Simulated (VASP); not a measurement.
These are LDA (Ceperley-Alder, Perdew-Zunger), VASP's LDA PAW potentials (set 64) (plane waves; VASP 6.6.1) values and carry that method's errors.

VASP input:

### KPOINTS
```
K-points
0
Gamma
8 8 8
0 0 0
```

INCAR:
```
PREC = Accurate
PSTRESS = 100   ! kbar
ALGO = Normal   ! blocked Davidson
LASPH = T   ! aspherical one-centre terms
LREAL = F
ENCUT = 500
ISMEAR = 0   ! Gaussian
LMAXMIX = 4
EDIFFG = -0.02
SIGMA = 0.05
LWAVE = F
EDIFF = 1E-6   ! SCF stop (eV)
NSW = 40   ! most ionic steps
NELM = 100
ISIF = 3
IBRION = 2   ! conjugate gradients
SYSTEM = GaAs
LCHARG = F
```

### POSCAR
```
GaAs
1.0
  0.0000000000   2.7513388404   2.7513388404
  2.7513388404   0.0000000000   2.7513388404
  2.7513388404   2.7513388404   0.0000000000
Ga As
1 1
Direct
  0.0000000000   0.0000000000   0.0000000000
  0.2500000000   0.2500000000   0.2500000000
```

POTCAR, in this order: Ga_d As (LDA.64 set). Program: vasp_std.

Output of the run:

**OSZICAR**
```
       N       E                     dE             d eps       ncg     rms          rms(c)
DAV:   1     0.804136555248E+02    0.80414E+02   -0.91161E+03   762   0.192E+03
DAV:   2    -0.338665786424E+01   -0.83800E+02   -0.81136E+02   809   0.324E+02
DAV:   3    -0.975717927998E+01   -0.63705E+01   -0.63389E+01   959   0.756E+01
DAV:   4    -0.985624872437E+01   -0.99069E-01   -0.99034E-01   884   0.106E+01
DAV:   5    -0.985770434664E+01   -0.14556E-02   -0.14556E-02   932   0.112E+00    0.329E+00
DAV:   6    -0.965274735507E+01    0.20496E+00   -0.27867E-01  1174   0.110E+01    0.195E+00
DAV:   7    -0.960317774503E+01    0.49570E-01   -0.90109E-02   956   0.257E+00    0.530E-01
DAV:   8    -0.960021751957E+01    0.29602E-02   -0.10709E-02   859   0.139E+00    0.132E-01
DAV:   9    -0.960015918597E+01    0.58334E-04   -0.83251E-04   899   0.332E-01    0.409E-02
DAV:  10    -0.960015955183E+01   -0.36586E-06   -0.49957E-05  1023   0.109E-01    0.215E-02
DAV:  11    -0.960016413218E+01   -0.45804E-05   -0.82537E-06   864   0.471E-02    0.292E-03
DAV:  12    -0.960016398449E+01    0.14769E-06   -0.57597E-07   502   0.138E-02
   1 F= -.70002939E+01 E0= -.70002939E+01  d E =-.700029E+01
       N       E                     dE             d eps       ncg     rms          rms(c)
DAV:   1    -0.108947459987E+02   -0.12946E+01   -0.18027E+01   989   0.846E+01    0.741E+00
DAV:   2    -0.965476126130E+01    0.12400E+01   -0.28578E+00   959   0.624E+01    0.302E+00
DAV:   3    -0.939844192708E+01    0.25632E+00   -0.17748E-01  1026   0.793E+00    0.101E+00
DAV:   4    -0.935967180505E+01    0.38770E-01   -0.24302E-02  1077   0.171E+00    0.295E-01
DAV:   5    -0.935577194195E+01    0.38999E-02   -0.26391E-03   917   0.677E-01    0.661E-02
DAV:   6    -0.935568789997E+01    0.84042E-04   -0.17425E-04  1140   0.125E-01    0.116E-02
DAV:   7    -0.935568807322E+01   -0.17325E-06   -0.11968E-05   915   0.302E-02    0.636E-03
DAV:   8    -0.935568869965E+01   -0.62643E-06   -0.83898E-07   497   0.152E-02
   2 F= -.69947428E+01 E0= -.69947428E+01  d E =0.555107E-02
       N       E                     dE             d eps       ncg     rms          rms(c)
DAV:   1    -0.989808024239E+01   -0.54239E+00   -0.52405E+00   989   0.548E+01    0.353E+00
DAV:   2    -0.959981597986E+01    0.29826E+00   -0.49161E-01   939   0.167E+01    0.164E+00
DAV:   3    -0.952111623440E+01    0.78700E-01   -0.10179E-01   994   0.738E+00    0.328E-01
DAV:   4    -0.951400176222E+01    0.71145E-02   -0.99838E-03   923   0.187E+00    0.118E-01
DAV:   5    -0.951316240639E+01    0.83936E-03   -0.60746E-04  1028   0.390E-01    0.444E-02
DAV:   6    -0.951309653827E+01    0.65868E-04   -0.13547E-04   947   0.239E-01    0.192E-02
DAV:   7    -0.951309222259E+01    0.43157E-05   -0.21101E-05   952   0.111E-01    0.715E-03
DAV:   8    -0.951309238680E+01   -0.16420E-06   -0.23812E-06   683   0.185E-02
   3 F= -.70315919E+01 E0= -.70315919E+01  d E =-.312980E-01
```

### OUTCAR
```
------------------------ aborting loop because EDIFF is reached ----------------------------------------
  FORCE on cell =-STRESS in cart. coord.  units (eV):
  Direction    XX          YY          ZZ          XY          YZ          ZX
  --------------------------------------------------------------------------------------
  Total        2.4623326      2.4623326      2.4623326      0.0000000      0.0000000      0.0000000
  in kB       99.2275654     99.2275654     99.2275654      0.0000000      0.0000000      0.0000000
  external PRESSURE =      -0.7724346 kB  Pullay stress =     100.0000000 kB
  volume of cell :       39.76
      direct lattice vectors                 reciprocal lattice vectors
    -0.000000000  2.708933347  2.708933347    -0.184574493  0.184574493  0.184574493
     2.708933347  0.000000000  2.708933347     0.184574493 -0.184574493  0.184574493
     2.708933347  2.708933347 -0.000000000     0.184574493  0.184574493 -0.184574493
  FREE ENERGIE OF THE ION-ELECTRON SYSTEM (eV)
  ---------------------------------------------------
  free  energy   TOTEN  =        -9.5130923868 eV

  energy  without entropy=       -9.5130923868  energy(sigma->0) =       -9.51309239
  enthalpy is  TOTEN    =        -7.0315918611 eV   P V=        2.4815005257

 reached required accuracy - stopping structural energy minimisation
```
(Selected blocks of OUTCAR.)

File CONTCAR:
```
GaAs
   1.00000000000000
    -0.0000000000000000    2.7089333471635961    2.7089333471635961
     2.7089333471635961    0.0000000000000000    2.7089333471635961
     2.7089333471635961    2.7089333471635961   -0.0000000000000000
  Ga              As
     1     1
Direct
     0.0000000000000000    0.0000000000000000    0.0000000000000000
     0.2500000000000000    0.2500000000000000    0.2500000000000000
```

Energy and stress use the plane-wave basis of the starting cell.

The compound is GaAs in the zinc blende structure. This run relaxes it under an external pressure of 10 GPa. Symmetry was kept, so distortions that lower it aren't found.
